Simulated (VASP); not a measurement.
Here is the system:

```xyz
2
Lattice="0.0000 3.3300 3.3300 3.3300 0.0000 3.3300 3.3300 3.3300 0.0000" Properties=species:S:1:pos:R:3 pbc="T T T"
Sr     0.0000     0.0000     0.0000
Te     3.3300     3.3300     3.3300
```

Computed with PBE GGA, VASP's PBE PAW potentials (set 64) (plane waves; VASP). Numerical set-up: 400 eV cut-off, 6×6×6 Γ-centred mesh, Gaussian smearing of 0.050 eV, potentials Sr_sv Te.

Energy and stress use the plane-wave basis of the starting cell.

Task: The ions, cell shape and volume are relaxed. Give the cell that the relaxation ends in.

Result: 
```xyz
2
Lattice="0.0000 3.3618 3.3618 3.3618 0.0000 3.3618 3.3618 3.3618 0.0000" Properties=species:S:1:pos:R:3 pbc="T T T"
Sr     0.0000     0.0000     0.0000
Te     3.3618     3.3618     3.3618
```
Space group Fm-3m (225), at a tolerance of 0.03 Å.

Task: How do energy and volume change from the first to the last step?

Result: The energy (σ→0) changes by -3.2 meV/atom and the volume by +2.9 %, in 3 ionic steps.

The compound is SrTe in the rock salt structure. This run relaxes it. Symmetry was kept, so distortions that lower it aren't found.
